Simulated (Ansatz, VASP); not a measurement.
**Cross-check of C (Graphite) between VASP and Ansatz**

Aim: how closely do two programs agree when they are given the same cell, functional and k mesh? The cell is taken from a series of VASP runs on this material, whose earlier steps may have relaxed, scaled or displaced it; both programs get it as it stands.

Main program and level: Ansatz 0.2.0; plane waves, with VASP 6.6.1 beside it; zone-centre phonons at LDA.

## Step 1: The structure

It takes space group P6_3/mmc (No. 194, hexagonal). Conventional cell: a = 2.447 Å, b = 2.447 Å, c = 6.558 Å, α = 90.00°, β = 90.00°, γ = 120.00°. Nearest to C lie 3 C at 1.41 Å. Nearest to C lie 3 C at 1.41 Å.

Coordinates:

```xyz
4
Lattice="2.4474 0.0000 0.0000 -1.2237 2.1195 0.0000 0.0000 0.0000 6.5584" Properties=species:S:1:pos:R:3 pbc="T T T"
C     0.0000    0.0000    4.9188
C     0.0000    0.0000    1.6396
C     0.0000    1.4130    4.9188
C     1.2237    0.7065    1.6396
```

## Step 2: VASP: zone-centre phonons, LDA

Second derivatives magnify differences that forces hide, and they need a tight electronic threshold.

Lines of VASP's logs that name or quote its potential files are left out, and so is its time.

Contents of INCAR:

```
SYSTEM = C
PREC = Accurate
ENCUT = 520
EDIFF = 1E-08
NELM = 100
ISMEAR = 1
SIGMA = 0.2
LREAL = .FALSE.
ALGO = Normal
GGA = CA
NBANDS = 14
LORBIT = 11
LWAVE = .FALSE.
LCHARG = .FALSE.
KPAR = 4
IBRION = 8
ISIF = 2
```

Contents of POSCAR:

```
C
1.0
    2.4474146795      0.0000000000      0.0000000000
   -1.2237073397      2.1195232860      0.0000000000
    0.0000000000      0.0000000000      6.5584365241
C
4
Direct
    0.0000000000      0.0000000000      0.7500000000
    0.0000000000      0.0000000000      0.2500000000
    0.3333333333      0.6666666667      0.7500000000
    0.6666666667      0.3333333333      0.2500000000
```

Contents of KPOINTS:

```
Automatic mesh
0
Gamma
18 18 6
0 0 0
```

Potentials, in the order of the species: C (LDA family, release 64).

Launch:

```console
> mpirun -np 4 vasp_std
```

Numbers of over 12 decimals in the logs are rounded to 6 here.

Log:

```text
[banner, memory and clock lines left out]
running    4 mpi-ranks, on    1 nodes
 distrk:  each k-point on    1 cores,    4 groups
 distr:  one band on    1 cores,    1 groups

 POSCAR found type information on POSCAR C
 POSCAR found :  1 types and       4 ions
 LDA part: xc-table for (Slater(with rela. corr.)+CA(PZ))
 , standard interpolation
 POSCAR, INCAR and KPOINTS ok, starting setup
 FFT: planning ... GRIDC
 FFT: planning ... GRID_SOFT
 FFT: planning ... GRID
 WAVECAR not read
 entering main loop
       N       E                     dE             d eps       ncg     rms          rms(c)
DAV:   1     0.327448157797E+02    0.32745E+02   -0.82400E+03  4144   0.106E+03
DAV:   2    -0.401992638535E+02   -0.72944E+02   -0.66591E+02  5656   0.206E+02
DAV:   3    -0.432681366851E+02   -0.30689E+01   -0.30477E+01  5470   0.399E+01
DAV:   4    -0.433005433866E+02   -0.32407E-01   -0.32393E-01  5004   0.490E+00
DAV:   5    -0.433012100896E+02   -0.66670E-03   -0.66622E-03  5612   0.660E-01    0.940E+00
DAV:   6    -0.411143020507E+02    0.21869E+01   -0.18336E+00  4804   0.891E+00    0.534E+00
DAV:   7    -0.404455066237E+02    0.66880E+00   -0.19712E+00  4804   0.943E+00    0.147E+00
DAV:   8    -0.404481140266E+02   -0.26074E-02   -0.92256E-02  4990   0.198E+00    0.336E-01
DAV:   9    -0.404463137423E+02    0.18003E-02   -0.35991E-03  5260   0.436E-01    0.987E-02
DAV:  10    -0.404462876183E+02    0.26124E-04   -0.34759E-04  5068   0.135E-01    0.319E-02
DAV:  11    -0.404462877062E+02   -0.87849E-07   -0.11092E-05  5092   0.263E-02    0.796E-03
DAV:  12    -0.404462876172E+02    0.88988E-07   -0.27926E-07  5472   0.421E-03    0.149E-03
DAV:  13    -0.404462876502E+02   -0.33059E-07   -0.33956E-08  5008   0.154E-03    0.794E-04
DAV:  14    -0.404462876522E+02   -0.19586E-08   -0.11732E-08  3564   0.787E-04
   1 F= -.40446288E+02 E0= -.40446041E+02  d E =-.738816E-03
 Linear response reoptimize wavefunctions to high precision
DAV:   1    -0.404462876530E+02   -0.81400E-09   -0.18740E-09  3856   0.382E-04
DAV:   2    -0.404462876530E+02   -0.86402E-11   -0.17292E-10  3170   0.118E-04
 Linear response DOF=           4
 Linear response progress:
  Degree of freedom:   1/  4
       N       E                     dE             d eps       ncg     rms          rms(c)
RMM:   1    -0.131645580340E+00   -0.13165E+00   -0.84891E-03 42457   0.229E+00
RMM:   2    -0.117468007151E+00    0.14178E-01   -0.26929E-03 30325   0.498E-01    0.245E-01
RMM:   3    -0.117471980469E+00   -0.39733E-05   -0.86756E-05 29684   0.185E-01    0.132E-01
RMM:   4    -0.118464673328E+00   -0.99269E-03   -0.23759E-04 28184   0.184E-01    0.148E-02
RMM:   5    -0.118461480083E+00    0.31932E-05   -0.46900E-05 32716   0.264E-02    0.173E-03
RMM:   6    -0.118462685336E+00   -0.12053E-05   -0.22647E-07 33451   0.328E-03    0.642E-04
RMM:   7    -0.118456745270E+00    0.59401E-05    0.12468E-05 33371   0.975E-04    0.180E-04
RMM:   8    -0.118458385067E+00   -0.16398E-05    0.15589E-06 34065   0.412E-04    0.254E-05
RMM:   9    -0.118458364007E+00    0.21060E-07   -0.18560E-06 35058   0.210E-04    0.568E-06
RMM:  10    -0.118458396204E+00   -0.32197E-07   -0.14520E-06 34692   0.169E-04    0.258E-06
RMM:  11    -0.118458404998E+00   -0.87945E-08   -0.17490E-06 33616   0.158E-04    0.154E-06
RMM:  12    -0.118458348471E+00    0.56528E-07   -0.13431E-06 31056   0.155E-04    0.246E-07
RMM:  13    -0.118458327696E+00    0.20775E-07   -0.17719E-06 25023   0.154E-04    0.484E-08
 first order change of Fermi-energy  -0.19723E-03
 force on displaced ion       1 direction 1 : -55.907  -0.365   0.000
 Linear response progress:
  Degree of freedom:   2/  4
       N       E                     dE             d eps       ncg     rms          rms(c)
RMM:   1    -0.136491598116E+00   -0.13649E+00    0.64390E-02 10477   0.203E+00
RMM:   2    -0.136865646484E+00   -0.37405E-03   -0.16542E-03  8742   0.272E-01    0.198E-01
RMM:   3    -0.136646243374E+00    0.21940E-03   -0.53625E-04  8285   0.148E-01    0.103E-01
RMM:   4    -0.136903258186E+00   -0.25701E-03   -0.26038E-04  8793   0.102E-01    0.228E-02
RMM:   5    -0.136810726891E+00    0.92531E-04   -0.37584E-05  9582   0.226E-02    0.290E-03
RMM:   6    -0.136798599910E+00    0.12127E-04    0.23619E-07 10081   0.426E-03    0.849E-04
RMM:   7    -0.136787943697E+00    0.10656E-04   -0.59033E-07  9155   0.152E-03    0.227E-04
RMM:   8    -0.136787443986E+00    0.49971E-06   -0.24575E-07 10516   0.441E-04    0.393E-05
RMM:   9    -0.136787662195E+00   -0.21821E-06   -0.71535E-08 10592   0.187E-04    0.102E-05
RMM:  10    -0.136787664952E+00   -0.27571E-08   -0.70765E-08 10703   0.154E-04    0.152E-06
 first order change of Fermi-energy   0.79820E-04
 force on displaced ion       1 direction 3 :  -0.000  -0.000 -17.323
 Linear response progress:
  Degree of freedom:   3/  4
       N       E                     dE             d eps       ncg     rms          rms(c)
RMM:   1    -0.132158019927E+00   -0.13216E+00   -0.13103E-02 42446   0.229E+00
RMM:   2    -0.117833879834E+00    0.14324E-01   -0.55828E-03 30323   0.497E-01    0.246E-01
RMM:   3    -0.117688136880E+00    0.14574E-03   -0.15547E-03 29634   0.186E-01    0.132E-01
RMM:   4    -0.118658093403E+00   -0.96996E-03   -0.14259E-03 28237   0.185E-01    0.148E-02
RMM:   5    -0.118530035786E+00    0.12806E-03    0.13400E-05 32678   0.264E-02    0.174E-03
RMM:   6    -0.118537145797E+00   -0.71100E-05    0.44323E-06 33343   0.328E-03    0.644E-04
RMM:   7    -0.118531855988E+00    0.52898E-05    0.11389E-05 33231   0.960E-04    0.182E-04
RMM:   8    -0.118533449695E+00   -0.15937E-05    0.94142E-07 34070   0.386E-04    0.265E-05
RMM:   9    -0.118533102296E+00    0.34740E-06    0.21524E-06 35024   0.185E-04    0.714E-06
RMM:  10    -0.118533147615E+00   -0.45319E-07    0.94989E-07 34647   0.144E-04    0.258E-06
RMM:  11    -0.118533137017E+00    0.10598E-07    0.10301E-06 33963   0.133E-04    0.681E-07
RMM:  12    -0.118533152638E+00   -0.15621E-07    0.86480E-07 29170   0.129E-04    0.967E-08
 first order change of Fermi-energy   0.18097E-03
 force on displaced ion       3 direction 1 : -55.876  -0.367   0.000
 Linear response progress:
  Degree of freedom:   4/  4
       N       E                     dE             d eps       ncg     rms          rms(c)
RMM:   1    -0.137109445599E+00   -0.13711E+00    0.63033E-02 10601   0.203E+00
RMM:   2    -0.137498441596E+00   -0.38900E-03   -0.14475E-03  8693   0.269E-01    0.197E-01
RMM:   3    -0.137290123820E+00    0.20832E-03   -0.58179E-04  8259   0.151E-01    0.101E-01
RMM:   4    -0.137555027721E+00   -0.26490E-03   -0.25963E-04  8789   0.104E-01    0.227E-02
RMM:   5    -0.137463618957E+00    0.91409E-04   -0.62520E-06  9655   0.225E-02    0.291E-03
RMM:   6    -0.137456938039E+00    0.66809E-05   -0.18500E-06 10085   0.453E-03    0.896E-04
RMM:   7    -0.137444942737E+00    0.11995E-04    0.12887E-07  9166   0.169E-03    0.230E-04
RMM:   8    -0.137444456191E+00    0.48655E-06    0.25583E-09 10489   0.480E-04    0.388E-05
RMM:   9    -0.137444728614E+00   -0.27242E-06   -0.10725E-07 10528   0.206E-04    0.117E-05
RMM:  10    -0.137444706948E+00    0.21666E-07   -0.39965E-08 10746   0.174E-04    0.152E-06
RMM:  11    -0.137444730388E+00   -0.23439E-07   -0.42129E-08 10228   0.164E-04    0.535E-07
RMM:  12    -0.137444716653E+00    0.13735E-07   -0.31799E-08  8481   0.162E-04    0.778E-08
 first order change of Fermi-energy   0.77497E-04
 force on displaced ion       3 direction 3 :   0.000   0.000 -17.518
 Linear response finished
```

Parts of OUTCAR (step 2):

```text
ion  position               nearest neighbor table
   1  0.000  0.000  0.750-   3 1.41   3 1.41   3 1.41
   2  0.000  0.000  0.250-   4 1.41   4 1.41   4 1.41
   3  0.333  0.667  0.750-   1 1.41   1 1.41   1 1.41
   4  0.667  0.333  0.250-   2 1.41   2 1.41   2 1.41

  LATTYP: Found a hexagonal cell.
 ALAT       =     2.4474146795
 C/A-ratio  =     2.6797406173

 Subroutine GETGRP returns: Found 24 space group operations
 (whereof 12 operations were pure point group operations)

The static configuration has the point symmetry D_3d.
 The point group associated with its full space group is D_6h.

 Found    148 irreducible k-points:

   k-points           NKPTS =    148   k-points in BZ     NKDIM =    148   number of bands    NBANDS=     14

   dimension x,y,z NGX =    18 NGY =   18 NGZ =   50
   dimension x,y,z NGXF=    36 NGYF=   36 NGZF=  100

   ENCUT  =  520.0 eV  38.22 Ry    6.18 a.u.   4.55  4.55 12.19*2*pi/ulx,y,z

   NELECT =      16.0000    total number of electrons

 k-points in reciprocal lattice and weights: Automatic mesh
   0.00000000  0.00000000  0.00000000       0.001
   0.05555556 -0.00000000  0.00000000       0.003
   0.11111111 -0.00000000  0.00000000       0.003
   0.16666667  0.00000000  0.00000000       0.003
   0.22222222 -0.00000000  0.00000000       0.003
   0.27777778 -0.00000000  0.00000000       0.003
   0.33333333 -0.00000000  0.00000000       0.003
   0.38888889 -0.00000000  0.00000000       0.003
   0.44444444 -0.00000000  0.00000000       0.003
[...]
0.33333333  0.27777778  0.50000000       0.006
   0.33333333  0.33333333  0.50000000       0.001

 average (electrostatic) potential at core
       1 -54.6261       2 -54.6261       3 -54.5870       4 -54.5870

  Total       -0.0220729     -0.0220729      0.0688291     -0.0000000      0.0000000      0.0000000
  in kB       -1.0394996     -1.0394996      3.2414283     -0.0000000      0.0000000      0.0000000
  external PRESSURE =       0.3874764 kB  Pullay stress =       0.0000000 kB

  energy-cutoff  :      520.00
  volume of cell :       34.02
      direct lattice vectors                 reciprocal lattice vectors
     2.447414680  0.000000000  0.000000000     0.408594428  0.235902103  0.000000000
    -1.223707340  2.119523286  0.000000000     0.000000000  0.471804206  0.000000000
     0.000000000  0.000000000  6.558436524     0.000000000  0.000000000  0.152475365

 POSITION                                       TOTAL-FORCE (eV/Angst)
 -----------------------------------------------------------------------------------
      0.00000      0.00000      4.91883         0.000000      0.000000     -0.000000
      0.00000      0.00000      1.63961        -0.000000     -0.000000     -0.000000
     -0.00000      1.41302      4.91883        -0.000000      0.000000      0.000000
      1.22371      0.70651      1.63961         0.000000     -0.000000     -0.000000
 -----------------------------------------------------------------------------------
    total drift:                               -0.000000      0.000000      0.000000

 Eigenvectors and eigenvalues of the dynamical matrix
 ----------------------------------------------------

   1 f  =   47.743913 THz   299.983854 2PiTHz 1592.565520 cm-1   197.452870 meV
             X         Y         Z           dx          dy          dz
      0.000000  0.000000  4.918827     0.453203    0.211348    0.000000
      0.000000  0.000000  1.639609     0.453203    0.211348    0.000000
     -0.000000  1.413016  4.918827    -0.453093   -0.211297    0.000000
      1.223707  0.706508  1.639609    -0.453093   -0.211297   -0.000000

   2 f  =   47.743913 THz   299.983854 2PiTHz 1592.565520 cm-1   197.452870 meV
             X         Y         Z           dx          dy          dz
      0.000000  0.000000  4.918827     0.211348   -0.453203    0.000000
      0.000000  0.000000  1.639609     0.211348   -0.453203   -0.000000
     -0.000000  1.413016  4.918827    -0.211297    0.453093    0.000000
      1.223707  0.706508  1.639609    -0.211297    0.453093    0.000000

   3 f  =   47.626067 THz   299.243406 2PiTHz 1588.634605 cm-1   196.965499 meV
             X         Y         Z           dx          dy          dz
      0.000000  0.000000  4.918827    -0.453218   -0.211357    0.000000
      0.000000  0.000000  1.639609     0.453218    0.211357    0.000000
     -0.000000  1.413016  4.918827     0.453076    0.211290    0.000000
      1.223707  0.706508  1.639609    -0.453076   -0.211290   -0.000000

   4 f  =   47.626067 THz   299.243406 2PiTHz 1588.634605 cm-1   196.965499 meV
             X         Y         Z           dx          dy          dz
      0.000000  0.000000  4.918827    -0.211357    0.453218    0.000000
      0.000000  0.000000  1.639609     0.211357   -0.453218   -0.000000
     -0.000000  1.413016  4.918827     0.211290   -0.453076   -0.000000
      1.223707  0.706508  1.639609    -0.211290    0.453076    0.000000

   5 f  =   26.602197 THz   167.146535 2PiTHz  887.353786 cm-1   110.017798 meV
             X         Y         Z           dx          dy          dz
      0.000000  0.000000  4.918827     0.000000   -0.000000   -0.499998
      0.000000  0.000000  1.639609    -0.000000    0.000000   -0.499998
     -0.000000  1.413016  4.918827     0.000000    0.000000    0.500002
      1.223707  0.706508  1.639609    -0.000000    0.000000    0.500002

   6 f  =   26.402502 THz   165.891814 2PiTHz  880.692674 cm-1   109.191926 meV
             X         Y         Z           dx          dy          dz
      0.000000  0.000000  4.918827     0.000000    0.000000   -0.497092
      0.000000  0.000000  1.639609    -0.000000   -0.000000    0.497092
     -0.000000  1.413016  4.918827     0.000000   -0.000000    0.502892
      1.223707  0.706508  1.639609    -0.000000   -0.000000   -0.502892

   7 f  =    3.620120 THz    22.745888 2PiTHz  120.754220 cm-1    14.971608 meV
             X         Y         Z           dx          dy          dz
      0.000000  0.000000  4.918827     0.000000    0.000000   -0.502892
      0.000000  0.000000  1.639609    -0.000000   -0.000000    0.502892
     -0.000000  1.413016  4.918827     0.000000    0.000000   -0.497092
      1.223707  0.706508  1.639609    -0.000000   -0.000000    0.497092

   8 f  =    1.177189 THz     7.396497 2PiTHz   39.266801 cm-1     4.868461 meV
             X         Y         Z           dx          dy          dz
      0.000000  0.000000  4.918827     0.453239    0.210941    0.000000
      0.000000  0.000000  1.639609    -0.453239   -0.210941    0.000000
     -0.000000  1.413016  4.918827     0.453381    0.211008    0.000000
      1.223707  0.706508  1.639609    -0.453381   -0.211008    0.000000

   9 f  =    1.177189 THz     7.396497 2PiTHz   39.266801 cm-1     4.868461 meV
             X         Y         Z           dx          dy          dz
      0.000000  0.000000  4.918827     0.210941   -0.453239   -0.000000
      0.000000  0.000000  1.639609    -0.210941    0.453239   -0.000000
     -0.000000  1.413016  4.918827     0.211008   -0.453381   -0.000000
      1.223707  0.706508  1.639609    -0.211008    0.453381   -0.000000

  10 f/i=    0.000098 THz     0.000614 2PiTHz    0.003259 cm-1     0.000404 meV
             X         Y         Z           dx          dy          dz
      0.000000  0.000000  4.918827    -0.000000    0.000000   -0.500002
      0.000000  0.000000  1.639609    -0.000000    0.000000   -0.500002
     -0.000000  1.413016  4.918827    -0.000000    0.000000   -0.499998
      1.223707  0.706508  1.639609    -0.000000    0.000000   -0.499998

  11 f/i=    0.005814 THz     0.036532 2PiTHz    0.193944 cm-1     0.024046 meV
             X         Y         Z           dx          dy          dz
      0.000000  0.000000  4.918827    -0.469457   -0.171898   -0.000000
      0.000000  0.000000  1.639609    -0.469457   -0.171898   -0.000000
     -0.000000  1.413016  4.918827    -0.469572   -0.171940   -0.000000
      1.223707  0.706508  1.639609    -0.469572   -0.171940   -0.000000

  12 f/i=    0.005814 THz     0.036532 2PiTHz    0.193944 cm-1     0.024046 meV
             X         Y         Z           dx          dy          dz
      0.000000  0.000000  4.918827     0.171898   -0.469457   -0.000000
      0.000000  0.000000  1.639609     0.171898   -0.469457   -0.000000
     -0.000000  1.413016  4.918827     0.171940   -0.469572   -0.000000
      1.223707  0.706508  1.639609     0.171940   -0.469572   -0.000000

 ELASTIC MODULI CONTR FROM IONIC RELAXATION (kBar)
 Direction    XX          YY          ZZ          XY          YZ          ZX
 --------------------------------------------------------------------------------
 XX        -275.1032    275.1032     -0.0000     -0.0000      0.0000     -0.0000
 YY         275.1032   -275.1032      0.0000     -0.0000      0.0000      0.0000
 ZZ          -0.0000      0.0000     -0.0000      0.0000      0.0000     -0.0000
 XY          -0.0000     -0.0000      0.0000   -275.1032      0.0000     -0.0000
 YZ           0.0000      0.0000      0.0000      0.0000      0.0000      0.0000
 ZX          -0.0000      0.0000     -0.0000     -0.0000      0.0000     -0.0000
 --------------------------------------------------------------------------------
```

[end of part 1 of 2]

[Lines on the potential files, build, host, timing and source positions are cut from VASP's logs without a mark.]

[Logs are printed without paths, hosts, clocks, repeated set-up lines and the standing remarks that a program may print on its own settings, such as how far it seeks lower states.]

[Hosts, paths, dates, database ids (printed as entryN), source tags and the programs' standing remarks are cut or masked in the printed files.]
